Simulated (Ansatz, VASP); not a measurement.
# WSe2: VASP beside Ansatz

One calculation is typed for both programs; each brings its own data sets. How far apart do they land? The cell is taken from a series of runs on this material, whose earlier steps may have relaxed, scaled, displaced or heated it; both programs get it as it stands.

Calculated with Ansatz 0.2.0; plane waves, with VASP 6.6.1 beside it; single point at HSE06 with D3(BJ).

## Step 1: The structure

It takes space group P6_3/mmc (No. 194, hexagonal). Conventional cell: a = 3.300 Å, b = 3.300 Å, c = 13.150 Å, α = 90.00°, β = 90.00°, γ = 120.00°. W has 6 Se at 2.53 Å nearest. Se has 3 W at 2.53 Å nearest. Farther neighbours and most contacts between anions are not listed.

## Step 2: VASP: single point, HSE06 with D3(BJ)

A single point gives forces, pressure and levels at one fixed geometry, so differences don't come from the geometry; what else differs is listed under the comparison.

Lines of VASP's logs that name or quote its potential files are left out, and so is its time.

The run reads the wave functions of an earlier VASP run, which isn't shown here.

Contents of INCAR:

```
SYSTEM = WSe2
PREC = Accurate
ENCUT = 400
EDIFF = 1E-06
NELM = 100
ISMEAR = 0
SIGMA = 0.01
LREAL = .FALSE.
ALGO = Normal
LHFCALC = .TRUE.
AEXX = 0.25
GGA = PE
HFSCREEN = 0.208
IVDW = 12
VDW_S6 = 1
VDW_S8 = 2.31
VDW_A1 = 0.383
VDW_A2 = 5.685
LASPH = .TRUE.
NBANDS = 24
PRECFOCK = Fast
LORBIT = 11
LWAVE = .FALSE.
LCHARG = .FALSE.
ISIF = 2
```

Contents of POSCAR:

```
WSe2
1.0
    3.3002854036      0.0000000000      0.0000000000
   -1.6501427018      2.8581309993      0.0000000000
    0.0000000000      0.0000000000     13.1502320727
W Se
2 4
Direct
    0.3333333333      0.6666666667      0.2500000000
    0.6666666667      0.3333333333      0.7500000000
    0.3333333333      0.6666666667      0.6233271356
    0.6666666667      0.3333333333      0.1233271356
    0.3333333333      0.6666666667      0.8766728644
    0.6666666667      0.3333333333      0.3766728644
```

Contents of KPOINTS:

```
Automatic mesh
0
Gamma
5 5 1
0 0 0
```

The projector-augmented-wave data sets are W and Se (PBE family, release 64).

Started as:

```bash
$ export OMP_NUM_THREADS=3
$ mpirun -np 1 vasp_std
```

Numbers of over 12 decimals in the logs are rounded to 6 here.

The log of the run:

```text
[banner, memory and clock lines left out]
running    1 mpi-ranks, on    1 nodes
 distrk:  each k-point on    1 cores,    1 groups
 distr:  one band on    1 cores,    1 groups
 Offloading initialized ...    1 GPUs detected
 POSCAR found type information on POSCAR W Se
 POSCAR found :  2 types and       6 ions
 LDA part: xc-table for (Slater+PW92), standard interpolation
 found WAVECAR, reading the header
 POSCAR, INCAR and KPOINTS ok, starting setup
 FFT: planning ... GRIDC
 FFT: planning ... GRID_SOFT
 FFT: planning ... GRID
 reading WAVECAR
 the WAVECAR file was read successfully
 initial charge from wavefunction
 entering main loop
       N       E                     dE             d eps       ncg     rms          rms(c)
DAV:   1    -0.517467398040E+02   -0.51747E+02   -0.22547E+00   240   0.152E+01    0.114E+01
DAV:   2    -0.517366837330E+02    0.10056E-01   -0.66736E-02   280   0.147E+00    0.660E+00
DAV:   3    -0.517351645370E+02    0.15192E-02   -0.19630E-02   304   0.723E-01    0.380E+00
DAV:   4    -0.517331890732E+02    0.19755E-02   -0.29032E-03   296   0.319E-01    0.230E+00
DAV:   5    -0.517329916771E+02    0.19740E-03   -0.19677E-03   320   0.203E-01    0.135E+00
DAV:   6    -0.517329142103E+02    0.77467E-04   -0.24648E-04   304   0.108E-01    0.750E-01
DAV:   7    -0.517329040721E+02    0.10138E-04   -0.90887E-05   328   0.509E-02    0.430E-01
DAV:   8    -0.517329004893E+02    0.35827E-05   -0.12316E-05   296   0.210E-02    0.261E-01
DAV:   9    -0.517329013609E+02   -0.87159E-06   -0.64065E-06   296   0.127E-02
   1 F= -.55233467E+02 E0= -.55233467E+02  d E =-.680504E-13
```

OUTCAR, selected parts (step 2):

```text
ion  position               nearest neighbor table
   1  0.333  0.667  0.250-   4 2.53   6 2.53   4 2.53   6 2.53   4 2.53   6 2.53
   2  0.667  0.333  0.750-   3 2.53   5 2.53   3 2.53   5 2.53   3 2.53   5 2.53
   3  0.333  0.667  0.623-   2 2.53   2 2.53   2 2.53
   4  0.667  0.333  0.123-   1 2.53   1 2.53   1 2.53
   5  0.333  0.667  0.877-   2 2.53   2 2.53   2 2.53
   6  0.667  0.333  0.377-   1 2.53   1 2.53   1 2.53

  LATTYP: Found a hexagonal cell.
 ALAT       =     3.3002854036
 C/A-ratio  =     3.9845742003

 Subroutine GETGRP returns: Found 24 space group operations
 (whereof 12 operations were pure point group operations)

The static configuration has the point symmetry D_3d.
 The point group associated with its full space group is D_6h.

 Found      5 irreducible k-points:

   k-points           NKPTS =      5   k-points in BZ     NKDIM =     25   number of bands    NBANDS=     24

   dimension x,y,z NGX =    24 NGY =   24 NGZ =   90
   dimension x,y,z NGXF=    48 NGYF=   48 NGZF=  180

   ENCUT  =  400.0 eV  29.40 Ry    5.42 a.u.   5.38  5.38 21.44*2*pi/ulx,y,z

   NELECT =      36.0000    total number of electrons

 k-points in reciprocal lattice and weights: Automatic mesh
   0.00000000  0.00000000  0.00000000       0.040
   0.20000000  0.00000000  0.00000000       0.240
   0.40000000  0.00000000  0.00000000       0.240
   0.20000000  0.20000000  0.00000000       0.240
   0.40000000  0.20000000  0.00000000       0.240

  exchange ACFDT corr.  =         0.00000000  see jH, gK, PRB 81, 115126

 average (electrostatic) potential at core
       1 -36.8702       2 -36.8702       3 -49.8715       4 -49.8715       5 -49.8715
       6 -49.8715

 E-fermi :   4.7403

 k-point     1 :       0.0000    0.0000    0.0000
  band No.  band energies     occupation
    ...
     14       2.9991      2.00000
     15       2.9991      2.00000
     16       3.3422      2.00000
     17       3.5751      2.00000
     18       4.6935      2.00000
     19       8.0044      0.00000
     20       8.0044      0.00000
     21       8.0494      0.00000
     22       8.0496      0.00000
     23       8.1103      0.00000
    ...

 k-point     2 :       0.2000    0.0000    0.0000
  band No.  band energies     occupation
    ...
     14       2.2572      2.00000
     15       2.4485      2.00000
     16       3.2577      2.00000
     17       3.4659      2.00000
     18       3.7218      2.00000
     19       6.7407      0.00000
     20       7.4490      0.00000
     21       7.5351      0.00000
     22       7.5711      0.00000
     23       7.6922      0.00000
    ...

 k-point     3 :       0.4000    0.0000    0.0000
  band No.  band energies     occupation
    ...
     14       2.2186      2.00000
     15       2.8780      2.00000
     16       3.0514      2.00000
     17       3.1444      2.00000
     18       3.2281      2.00000
     19       7.2316      0.00000
     20       7.2629      0.00000
     21       7.3574      0.00000
     22       7.7472      0.00000
     23       8.3127      0.00000
    ...

 Edisp (eV)   -3.50057

  Total      -5.63995    -5.63995    -4.91588     0.00000     0.00000     0.00000
  in kB     -72.84825   -72.84825   -63.49571     0.00000     0.00000     0.00000
  external pressure =      -69.73 kB  Pullay stress =        0.00 kB

  energy-cutoff  :      400.00
  volume of cell :      124.04
      direct lattice vectors                 reciprocal lattice vectors
     3.300285404  0.000000000  0.000000000     0.303004097  0.174939497 -0.000000000
    -1.650142702  2.858130999  0.000000000     0.000000000  0.349878994  0.000000000
     0.000000000  0.000000000 13.150232073     0.000000000 -0.000000000  0.076044285

 POSITION                                       TOTAL-FORCE (eV/Angst)
 -----------------------------------------------------------------------------------
     -0.00000      1.90542      3.28756        -0.000000      0.000000      0.000000
      1.65014      0.95271      9.86267         0.000000     -0.000000      0.000000
     -0.00000      1.90542      8.19690        -0.000000     -0.000000      0.452809
      1.65014      0.95271      1.62178         0.000000      0.000000      0.452809
     -0.00000      1.90542     11.52845        -0.000000     -0.000000     -0.452809
      1.65014      0.95271      4.95334         0.000000      0.000000     -0.452809
 -----------------------------------------------------------------------------------
    total drift:                               -0.000001      0.000001      0.000023

  FREE ENERGIE OF THE ION-ELECTRON SYSTEM (eV)
  ---------------------------------------------------
  free  energy   TOTEN  =       -55.2334666215 eV

  energy  without entropy=      -55.2334666215  energy(sigma->0) =      -55.23346662

 total charge
# of ion       s       p       d       tot
------------------------------------------
    1        0.616   0.643   4.375   5.634
    2        0.616   0.643   4.375   5.634
    3        1.488   2.387   0.071   3.946
    4        1.488   2.387   0.071   3.946
    5        1.488   2.387   0.071   3.946
    6        1.488   2.387   0.071   3.946
--------------------------------------------------
tot          7.184  10.835   9.035  27.054

[... 2 further parts left out ...]
```

This run has no spin polarisation, so a moment on W, if there is one, isn't seen. The gap is read on the k-mesh alone, so it is an upper bound where the band edges lie off the mesh. The k-mesh is coarse for exact exchange; levels may shift by about 0.1 eV on a finer one. The PAW data sets were made with PBE, which is usual practice but a small mismatch for other functionals. The data set W keeps the semicore shell frozen, which is cheaper and a little less accurate.

## Step 3: Ansatz: single point, HSE06 with D3(BJ)

Ansatz runs on PAW files that the input asks for by source.

The same cell, functional and mesh now go to Ansatz, which takes its cutoff from its data sets.

Contents of input.yaml:

```yaml
crystal:
  lattice:
    - [3.3002854036, 0.0, 0.0]
    - [-1.6501427018, 2.8581309993, 0.0]
    - [0.0, 0.0, 13.1502320727]
  atoms:
    - { symbol: W, position: [0.3333333333, 0.6666666667, 0.25] }
    - { symbol: W, position: [0.6666666667, 0.3333333333, 0.75] }
    - { symbol: Se, position: [0.3333333333, 0.6666666667, 0.6233271356] }
    - { symbol: Se, position: [0.6666666667, 0.3333333333, 0.1233271356] }
    - { symbol: Se, position: [0.3333333333, 0.6666666667, 0.8766728644] }
    - { symbol: Se, position: [0.6666666667, 0.3333333333, 0.3766728644] }
kpoints:
  mp_grid: { grid: [5, 5, 1] }
hamiltonian:
  xc: hse06
  pseudopotentials: { kind: paw, source: ansatz }
  dispersion: d3bj
scf:
  occupations: { method: fixed }
  n_extra_bands: 6
  convergence: { dr2_threshold: 1.0e-09 }
output:
  eigenvalues: true
```

Started as:

```bash
$ ansatz run input.yaml --threads 8 --pin off --max-ram 18432MiB --backend cpu --events-out ev --progress --plain --runs-dir out
```

The log of the run:

```text
scf.n_extra_bands = 6 over 60 filled bands (N_el = 120.0): the run solves 66 bands
Engine: ansatz 0.2.0, aarch64-unknown-linux-gnu
Pseudopotentials: kind: paw
Pseudopotential: W, paw, valence charge 28, recommended cutoff 760 eV (normal), W.paw.azcp
Pseudopotential: Se, paw, valence charge 16, recommended cutoff 580 eV (normal), Se.paw.azcp
Functional definition: HSE06
  parameter a = 0.25
  parameter omega = 0.11/bohr
  exchange = pbe_x - a*pbe_x_sr(omega) + a*exact_x_sr(omega)
  correlation = pbe_c
davidson cushion auto → on  (no smearing: the cushion is to keep the highest requested band from converging to the state above it; pin scf.eigensolver.cushion to override)
Crystal: 6 atoms, lattice volume = 124.042 Å³
Basis set: ecut = 760 eV, 5909 PW (Γ)
Bands: 66, of which v1, the nominal top of the filled ones, is band 60 counted from 1 (59 counted from 0)
Symmetry: 24 space group operations
Space group: P63/mmc (ITA 194), of the structure as read, at distance tolerance 5.0e-5 Å
k-points: 5 of 25
Non-local potential: W, projectors of the file, l = 0: 3, l = 1: 3, l = 2: 2, l = 3: 3
Non-local potential: Se, projectors of the file, l = 0: 2, l = 1: 2, l = 2: 3, l = 3: 1
PAW form: soft (Blöchl's): semilocal exchange-correlation on the pseudo side does not see the compensation charge
PAW frozen core: W, regenerated for the run's functional, and the local potential with it (the file was generated under x = pbe(κ = 0.804, μ = 0.219515), c = pbe(β = 0.066725))
PAW frozen core: Se, regenerated for the run's functional, and the local potential with it (the file was generated under x = pbe(κ = 0.804, μ = 0.219515), c = pbe(β = 0.066725))
PAW one-centre angular grid: W, 590 points (default); XC on 96 Gauss nodes
PAW one-centre angular grid: Se, 590 points (default); XC on 64 Gauss nodes
Initial density: superposition of atomic densities (chi_scale 0.1, normalization cell, long waves kept (reshape's long-wave potential 0.05 eV rms))
Initial wavefunctions: pseudopotential atomic-orbital guess
Functional: x = pbe(κ = 0.804, μ = 0.219515), c = pbe(β = 0.066725), warm-up for x = pbe(κ = 0.804, μ = 0.219515) + 0.25 (exact − pbe) at short range (hse, ω = 0.207870 Å⁻¹), c = pbe(β = 0.066725); HSE06 as pw.x's `hse` composes it (authors' and Libxc's form: `xc: wpbeh`)
SCF iter   1: F=—  HF=-57646.756635 eV  |F-HF|=—  |Δ(HF+E_count)|=         —  Δρ=4.20e-2  dr2=8.55e0  ethr=1.00e-1  ⟨swp⟩=3.6  Hψ=854  notcnv=0
preconditioner: auto → none  [insulator: Δε(μ)=1.134 eV  Ē_g=7.774 eV  n_scr=52 (ndim 8)  ℏωp=20.0 eV  f_vac=0.083]
SCF iter   2: F=—  HF=-57650.830158 eV  |F-HF|=—  |Δ(HF+E_count)|=    4.07e0  Δρ=7.85e-2  dr2=3.19e1  ethr=7.13e-3  ⟨swp⟩=4.8  Hψ=876  notcnv=0
iter 3 solved again at ethr=1.56e-4 eV; its pass at ethr=7.13e-3 eV (dr2=1.87e-1 eV) is discarded
SCF iter   3: F=—  HF=-57645.691652 eV  |F-HF|=—  |Δ(HF+E_count)|=    5.14e0  Δρ=1.32e-2  dr2=1.89e-1  ethr=1.56e-4  ⟨swp⟩=3.4  Hψ=1588  notcnv=0
SCF iter   4: F=—  HF=-57645.665863 eV  |F-HF|=—  |Δ(HF+E_count)|=   2.58e-2  Δρ=2.60e-3  dr2=9.50e-3  ethr=1.56e-4  ⟨swp⟩=3.0  Hψ=807  notcnv=0
SCF iter   5: F=—  HF=-57645.664567 eV  |F-HF|=—  |Δ(HF+E_count)|=   1.30e-3  Δρ=9.85e-4  dr2=1.13e-3  ethr=7.92e-6  ⟨swp⟩=4.0  Hψ=1091  notcnv=0
SCF iter   6: F=—  HF=-57645.664272 eV  |F-HF|=—  |Δ(HF+E_count)|=   2.95e-4  Δρ=4.80e-4  dr2=2.12e-4  ethr=9.40e-7  ⟨swp⟩=3.0  Hψ=961  notcnv=0
SCF iter   7: F=-57645.664206 eV  HF=-57645.664220 eV  |F-HF|=1.37e-5  |Δ(HF+E_count)|=   5.24e-5  Δρ=1.31e-4  dr2=1.56e-5  ethr=1.77e-7  ⟨swp⟩=3.2  Hψ=995  notcnv=0
SCF 1 stopped early in 7 iterations: F = -57645.664206 eV  dr2 = 1.56e-5
  greatest PAW one-centre occupation: 0.998 electrons in one spin orbital (limit 2), on the W atom at site 1 (counted from 0), in its partial waves of l = 3
Initial density: handed on by an earlier stage of this run
Initial wavefunctions: those handed on with the density
Functional: x = pbe(κ = 0.804, μ = 0.219515) + 0.25 (exact − pbe) at short range (hse, ω = 0.207870 Å⁻¹), c = pbe(β = 0.066725); HSE06 as pw.x's `hse` composes it (authors' and Libxc's form: `xc: wpbeh`)
Exchange kernel: α = 0.2500, screened, ω = 0.2079 Å⁻¹, Wigner–Seitz truncation, v(0) = 1023.8058 eV·Å³, q-mesh 5×5×1, nearest image of the exchange supercell L = 13.15 Å, pair-density grid 20×20×80, without the augmentation charges, whose exchange is taken in its separable form by FFT convolution over the k-point mesh (sized by the pseudopotential files, 27×27×120 at the most), smooth part of the exact exchange by density-matrix convolution
Frozen-core exchange: fock
SCF iter   1: F=—  HF=-57652.874057 eV  |F-HF|=—  |Δ(HF+E_count)|=         —  Δρ=8.98e-3  dr2=1.07e-1  ethr=1.30e-7  ⟨swp⟩=7.8  Hψ=1824  notcnv=0
preconditioner: auto → none  [insulator: Δε(μ)=1.513 eV  Ē_g=9.279 eV  n_scr=52 (ndim 8)  ℏωp=20.0 eV  f_vac=0.119]
SCF iter   2: F=—  HF=-57652.802386 eV  |F-HF|=—  |Δ(HF+E_count)|=   7.17e-2  Δρ=1.79e-3  dr2=6.90e-3  ethr=1.30e-7  ⟨swp⟩=5.0  Hψ=1418  notcnv=0
[...]
SCF iter   5: F=—  HF=-57652.830550 eV  |F-HF|=—  |Δ(HF+E_count)|=   6.45e-4  Δρ=2.09e-4  dr2=5.40e-5  ethr=3.23e-8  ⟨swp⟩=4.2  Hψ=949  notcnv=0
SCF iter   6: F=-57652.830529 eV  HF=-57652.830532 eV  |F-HF|=2.80e-6  |Δ(HF+E_count)|=   1.81e-5  Δρ=5.18e-5  dr2=6.74e-6  ethr=3.23e-8  ⟨swp⟩=3.0  Hψ=852  notcnv=0
SCF 2 stopped early in 6 iterations: F = -57652.830529 eV  dr2 = 6.74e-6
hybrid outer 1: dexx = +3.471e-2 eV, tail = 3.43e-4 eV
Exchange kernel: α = 0.2500, screened, ω = 0.2079 Å⁻¹, Wigner–Seitz truncation, v(0) = 1023.8058 eV·Å³, q-mesh 5×5×1, nearest image of the exchange supercell L = 13.15 Å, pair-density grid 20×20×80, without the augmentation charges, whose exchange is taken in its separable form by FFT convolution over the k-point mesh (sized by the pseudopotential files, 27×27×120 at the most), smooth part of the exact exchange by density-matrix convolution
Frozen-core exchange: fock
SCF iter   1: F=—  HF=-57652.830684 eV  |F-HF|=—  |Δ(HF+E_count)|=         —  Δρ=6.67e-5  dr2=9.80e-6  ethr=1.43e-6  ⟨swp⟩=2.4  Hψ=733  notcnv=0
preconditioner: auto → none  [insulator: Δε(μ)=1.546 eV  Ē_g=9.224 eV  n_scr=52 (ndim 8)  ℏωp=20.0 eV  f_vac=0.119]
iter 2 solved again at ethr=4.69e-10 eV; its pass at ethr=7.81e-9 eV (dr2=5.62e-7 eV) is discarded
SCF iter   2: F=—  HF=-57652.830686 eV  |F-HF|=—  |Δ(HF+E_count)|=   2.22e-6  Δρ=3.04e-5  dr2=9.03e-7  ethr=4.69e-10  ⟨swp⟩=2.0  Hψ=1942  notcnv=0
SCF iter   3: F=—  HF=-57652.830688 eV  |F-HF|=—  |Δ(HF+E_count)|=   2.00e-6  Δρ=1.69e-5  dr2=1.86e-7  ethr=4.69e-10  ⟨swp⟩=3.4  Hψ=1060  notcnv=0
SCF iter   4: F=—  HF=-57652.830688 eV  |F-HF|=—  |Δ(HF+E_count)|=   2.34e-8  Δρ=6.45e-6  dr2=2.61e-8  ethr=1.25e-10  ⟨swp⟩=3.0  Hψ=831  notcnv=0
SCF iter   5: F=—  HF=-57652.830688 eV  |F-HF|=—  |Δ(HF+E_count)|=   1.00e-7  Δρ=2.57e-6  dr2=7.94e-9  ethr=1.12e-11  ⟨swp⟩=4.6  Hψ=914  notcnv=0
SCF iter   6: F=—  HF=-57652.830688 eV  |F-HF|=—  |Δ(HF+E_count)|=   2.52e-9  Δρ=4.12e-7  dr2=1.30e-9  ethr=5.97e-12  ⟨swp⟩=3.0  Hψ=881  notcnv=0
SCF iter   7: F=-57652.830689 eV  HF=-57652.830689 eV  |F-HF|=4.15e-10  |Δ(HF+E_count)|=   7.19e-9  Δρ=6.24e-7  dr2=6.83e-10  ethr=2.42e-12 (applied; sched 1.00e-12)  ⟨swp⟩=5.0  Hψ=813  notcnv=0
SCF 3 converged in 7 iterations: F = -57652.830689 eV  dr2 = 6.83e-10
hybrid outer 2: dexx = +3.279e-6 eV, tail = 4.49e-8 eV, Δε = 3.63e-3 eV (about 9.06e-5 eV left of the loop's levels)
hybrid SCF converged: 2 outer / 13 inner (+7 warm-up), last move |dexx| = 3.28e-6 eV, tail = 4.49e-8 eV
Stability not checked: this state was not tested for a lower state beside it, because the functional holds exact exchange (a hybrid, or Hartree-Fock), whose exchange loop this test does not read (fock_operator; see scf.lower_state_search)
Free energy (F): -57652.830689 eV
Frozen-core exchange: fock
Harris-Foulkes:  -57652.830689 eV  (|F-HF|=4.15e-10)
Internal energy: -57652.830689 eV  (E = F + TS)
E sigma→0 (E₀):  -57652.830689 eV
Fermi energy:    14.175087 eV
--- Per-component energies (eV) ---
  E_band       = -2315.466651
  E_kinetic    = 2227.601693
  E_local      = -35082.585624  (includes V_loc(G=0)·N_el)
  E_nonlocal   = 754.146241
  E_hartree    = 12987.278881
  E_xc         = -942.215641
  E_vxc        = -850.302538  (∫ρ·V_xc dr)
  E_exx        = -538.928641  (= α·E_x^exact, valence–valence)
  E_paw        = -21056.974463  (= ΣΔE_a)
  E_vpaw       = 5738.971569  (= ΣTr[D̂ρ^β])
  E_aug_tail   = -0.000310  (compensation charges beyond the density's cutoff)
  E_ewald      = -15993.475913
  E_disp       = -3.501309  (pairwise vdW)
  E_core_change = -4.175602  (= ΣΔE_core)
  E_smearing   = -0.000000  (= −TS)
  E_closure    = -0.000000  (closes the sum)
  Σ components = -57652.830689   (vs F -57652.830689, Δ=0.00e0)
--- Band table (eV; the first three rows and the last of 5) ---
  k-point 0: bands = [... 56 lower, 12.4585, 12.7678, 13.0453, 14.1751, 17.4574, 17.4574, 17.4997, 17.4997, ... 2 higher]
  k-point 1: bands = [... 56 lower, 11.8888, 12.6913, 12.9368, 13.1914, 16.2001, 16.9130, 17.0093, 17.0413, ... 2 higher]
  k-point 2: bands = [... 56 lower, 12.3305, 12.4882, 12.5994, 12.6663, 16.7166, 16.7683, 16.8619, 17.2379, ... 2 higher]
  k-point 4: bands = [... 56 lower, 11.1944, 11.5275, 13.3765, 13.6242, 16.3959, 16.4682, 17.2176, 17.6416, ... 2 higher]
```

## Step 4: Differences

Known differences besides the potentials themselves: exact exchange at q = 0 is treated differently, which shows on coarse meshes; VASP keeps PBE cores, Ansatz makes them for the functional; fixed occupations in Ansatz, narrow Gaussian smearing in VASP; the data sets hold 120 valence electrons in Ansatz (on PAW files that the input asks for by source) and 36 in VASP; the cutoff is 760 eV in Ansatz and 400 eV in VASP; VASP takes a coarser grid for exact exchange (PRECFOCK = Fast). Total energies have different zeros and are not compared.

The two programs side by side:

```
              quantity  Ansatz   VASP  difference
gap on the k mesh (eV)   1.546  1.562      -0.016
```

A gap on the mesh is an upper bound, since the band edges may lie between its points; neither run holds spin-orbit coupling, which can move the band edges of a compound of W.

## Step 5: Summary of results

| Property | Result |
| --- | --- |
| difference in gap on the k mesh (single point, HSE06 with D3(BJ)) | -0.016 eV |

**Reading.** The difference in gap on the k mesh is -0.016 eV (single point, HSE06 with D3(BJ)), within the 0.08 eV picked in this series as the mark of a large difference. The data sets hold unlike numbers of valence electrons (120 in Ansatz and 36 in VASP), so part of the differences comes from the potentials. Such differences can come from data sets, numerical settings and the points named under the comparisons, not from the functional's error against experiment.

[Lines on the potential files, build, host, timing and source positions are cut from VASP's logs without a mark.]

[Logs are printed without paths, hosts, clocks, repeated set-up lines and the standing remarks that a program may print on its own settings, such as how far it seeks lower states.]

[Hosts, paths, dates, database ids (printed as entryN), source tags and the programs' standing remarks are cut or masked in the printed files.]
